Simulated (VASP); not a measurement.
A convergence study with VASP on As (space group R-3m): a few settings are varied, all else stays as given below, so the limit is that of these other settings.

```yaml
crystal:
  lattice:
    - [3.69877, -1.88940, 0.00000]
    - [3.69877, 1.88940, 0.00000]
    - [2.73362, 0.00000, 3.12698]
  atoms:
    - { symbol: As, position: [0.23172, 0.23172, 0.23172] }
    - { symbol: As, position: [0.77300, 0.77300, 0.77300] }
```

Calculation: PBE GGA, VASP's PBE PAW potentials (set 64) (plane waves; VASP 6.6.1). The last row used: 300 eV cut-off, 18×18×18 Γ-centred mesh shifted by (0.5, 0.5, 0.5), Fermi-Dirac smearing of 0.10 eV, potentials As.

```tsv
setting	E (eV/atom)	pressure (GPa)	largest force (eV/Å)	irreducible k-points
2×2×2 mesh	-4.6929	5.27	0.012	2
3×3×3 mesh	-4.6404	2.11	0.973	6
4×4×4 mesh	-4.6822	1.59	0.484	10
5×5×5 mesh	…	1.05	…	19
6×6×6 mesh	-4.6792	1.04	0.309	28
7×7×7 mesh	-4.6750	1.01	0.247	44
8×8×8 mesh	-4.6722	1.11	0.242	60
9×9×9 mesh	-4.6691	1.05	0.209	85
10×10×10 mesh	-4.6680	1.11	0.213	110
11×11×11 mesh	-4.6666	1.12	0.207	146
12×12×12 mesh	…	1.12	…	182
14×14×14 mesh	-4.6649	1.14	0.205	280
15×15×15 mesh	-4.6647	1.14	0.208	344
17×17×17 mesh	-4.6645	1.15	0.212	489
18×18×18 mesh	-4.6644	1.15	0.214	570
```

**Question.** Some entries are withheld; supply them.

**Answer.** 
- 12×12×12 mesh, E (eV/atom): -4.6661
- 12×12×12 mesh, largest force (eV/Å): 0.202
- 5×5×5 mesh, E (eV/atom): -4.6939
- 5×5×5 mesh, largest force (eV/Å): 0.393

Left out are rungs that failed or repeat a setting and relaxations that didn't move; long series are thinned to 24 rows.

The structure is a typed As crystal (space group no. 166). The cell was not relaxed at this level.
